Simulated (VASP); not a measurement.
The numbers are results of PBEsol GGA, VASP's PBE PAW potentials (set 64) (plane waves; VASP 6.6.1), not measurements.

VASP ran on this input.

### INCAR
```
# general
SYSTEM   =  NiSb
PREC     =  Accurate
ENCUT    =  480
LREAL    =  .False.
LASPH    =  .True.

# electronic loop
EDIFF    =  1E-7
NELM     =  100
ALGO     =  Normal
LMAXMIX  =  4

# smearing
ISMEAR   =  1
SIGMA    =  0.1

# functional
GGA      =  PS

# ions
ISIF     =  2

# output
LWAVE    =  .False.
LCHARG   =  .False.
```

### KPOINTS
```
Automatic
0
gamma
  8 8 6
```

File POSCAR:
```
NiSb
1.0
  1.9574784943  -3.3904523681   0.0000000000
  1.9574784943   3.3904523681   0.0000000000
  0.0000000000   0.0000000000   5.0754711915
Ni Sb
2 2
Cart
  0.0000000000   0.0000000000   2.5377355958
  0.0000000000   0.0000000000   0.0000000000
  1.9574784943   1.1301530497   1.2938677976
  1.9574784943  -1.1301530497   3.8066033936
```

POTCAR, in this order: Ni Sb (PBE.64 set). Program: vasp_std.

Output

### OSZICAR
```
       N       E                     dE             d eps       ncg     rms          rms(c)
DAV:   1     0.162845397147E+03    0.16285E+03   -0.11903E+04  1900   0.153E+03
DAV:   2    -0.153782655724E+02   -0.17822E+03   -0.17317E+03  1918   0.314E+02
DAV:   3    -0.241753203482E+02   -0.87971E+01   -0.84970E+01  2157   0.858E+01
DAV:   4    -0.244378847872E+02   -0.26256E+00   -0.25963E+00  2166   0.141E+01
DAV:   5    -0.244464295478E+02   -0.85448E-02   -0.85393E-02  2270   0.261E+00    0.146E+01
DAV:   6    -0.275302953716E+02   -0.30839E+01   -0.43875E+01  2078   0.120E+02    0.187E+01
DAV:   7    -0.226907919317E+02    0.48395E+01   -0.15685E+01  2062   0.834E+01    0.416E+00
DAV:   8    -0.227386686546E+02   -0.47877E-01   -0.18509E+00  2669   0.130E+01    0.269E+00
DAV:   9    -0.226906118577E+02    0.48057E-01   -0.33260E-01  2418   0.131E+01    0.153E+00
DAV:  10    -0.226753645060E+02    0.15247E-01   -0.88170E-02  2356   0.847E+00    0.580E-01
DAV:  11    -0.226758125955E+02   -0.44809E-03   -0.64018E-03  2065   0.769E-01    0.452E-01
DAV:  12    -0.226753488006E+02    0.46379E-03   -0.15018E-03  2872   0.995E-01    0.189E-01
DAV:  13    -0.226750026759E+02    0.34612E-03   -0.11240E-03  2757   0.892E-01    0.449E-02
DAV:  14    -0.226750072235E+02   -0.45475E-05   -0.15524E-04  2550   0.137E-01    0.300E-02
DAV:  15    -0.226750032734E+02    0.39501E-05   -0.92348E-06  2796   0.536E-02    0.990E-03
DAV:  16    -0.226750030162E+02    0.25718E-06   -0.25961E-06  2868   0.220E-02    0.271E-03
DAV:  17    -0.226750029072E+02    0.10902E-06   -0.32512E-07  1475   0.139E-02    0.826E-04
DAV:  18    -0.226750028500E+02    0.57125E-07   -0.75657E-08  1085   0.449E-03
   1 F= -.22675003E+02 E0= -.22674960E+02  d E =-.128645E-03
```

**OUTCAR**
```
------------------------ aborting loop because EDIFF is reached ----------------------------------------
  FORCE on cell =-STRESS in cart. coord.  units (eV):
  Direction    XX          YY          ZZ          XY          YZ          ZX
  --------------------------------------------------------------------------------------
  Total        0.0355973      0.0355973      0.0604609      0.0000000     -0.0000000      0.0000000
  in kB        0.8465763      0.8465764      1.4378857      0.0000000     -0.0000000      0.0000000
  external PRESSURE =       1.0436795 kB  Pullay stress =       0.0000000 kB
  volume of cell :       67.37
      direct lattice vectors                 reciprocal lattice vectors
     1.957478494 -3.390452368  0.000000000     0.255430648 -0.147472946  0.000000000
     1.957478494  3.390452368  0.000000000     0.255430648  0.147472946  0.000000000
     0.000000000  0.000000000  5.075471192     0.000000000  0.000000000  0.197026042
 POSITION                                       TOTAL-FORCE (eV/Angst)
 -----------------------------------------------------------------------------------
      0.00000      0.00000      2.53774        -0.000000      0.000000      0.050324
      0.00000      0.00000      0.00000        -0.000000      0.000000      0.048436
      1.95748      1.13015      1.29387         0.000000     -0.000000     -0.184609
      1.95748     -1.13015      3.80660         0.000000      0.000000      0.085849
 -----------------------------------------------------------------------------------
    total drift:                                0.000000      0.000000      0.000025
  FREE ENERGIE OF THE ION-ELECTRON SYSTEM (eV)
  ---------------------------------------------------
  free  energy   TOTEN  =       -22.6750028500 eV

  energy  without entropy=      -22.6748742053  energy(sigma->0) =      -22.67495997
```
(Selected blocks of OUTCAR.)

The compound is NiSb in the NiAs type structure. This cell was strained or had an atom moved on purpose. The run is not spin-polarised, so no magnetic state was tried.
